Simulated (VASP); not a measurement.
Here is a VASP 6.6.1 calculation.

INCAR

```
PREC = Accurate ; ENCUT = 600
EDIFF = 1E-7 ; ISMEAR = 1
SIGMA = 0.1 ; LREAL = False
LASPH = True ; NELM = 150
ALGO = Normal ; ISIF = 3
LWAVE = False ; LCHARG = False
ISPIN = 2 ; MAGMOM = 3 -3 3 -3 0 0 0 0 0 0
LORBIT = 11 ; LMAXMIX = 4
GGA = PE ; IBRION = 2
NSW = 90 ; EDIFFG = -0.005
AMIX = 0.2 ; BMIX = 1E-4
AMIX_MAG = 0.8 ; BMIX_MAG = 1E-4
KPAR = 4
```

File KPOINTS:

```
Automatic mesh
0
Gamma
  9 9 9
```

The input POSCAR:

```
Cr2O3                                   
1.0
    2.5185928985      1.4541102856      4.4671005432
   -2.5185928985      1.4541102856      4.4671005432
   -0.0000000000     -2.9082205713      4.4671005432
  Cr              O             
     4     6
Direct
     0.3465254774398899    0.3465254774398899    0.3465254774398899
     0.1534745225601101    0.1534745225601101    0.1534745225601101
     0.6534745225601102    0.6534745225601102    0.6534745225601102
     0.8465254774398898    0.8465254774398898    0.8465254774398898
     0.5572355570452243    0.9427644429547757    0.2500000000000000
     0.2499999999999934    0.5572355570452177    0.9427644429547889
     0.9427644429547823    0.2500000000000065    0.5572355570452111
     0.4427644429547757    0.0572355570452242    0.7500000000000000
     0.7500000000000066    0.4427644429547822    0.0572355570452112
     0.0572355570452177    0.7499999999999934    0.4427644429547888
```

Potentials or basis: VASP PAW PBE potentials, release 64 (Cr_pv, O).

Command:

```bash
$ cat potpaw_PBE.64/Cr_pv/POTCAR potpaw_PBE.64/O/POTCAR > POTCAR
$ mpirun -np 4 vasp_std > vasp.out
```

(1) Estimate the relaxed cell.

(2) What does it give for the net moment?

(3) What does it give for the site moments?

(4) Predict the band gap on the k mesh.

## Answers

(1) a = 5.329 Å, b = 5.329 Å, c = 5.329 Å, α = 56.40°, β = 56.40°, γ = 56.40°.

(2) 0.00 μB per cell.

(3) Cr +2.62, -2.62; O +0.00 μB.

(4) 1.23 eV, indirect (least direct gap 1.28 eV).

Caveat: an odd mesh through Γ misses points on the zone boundary, where band edges often lie.
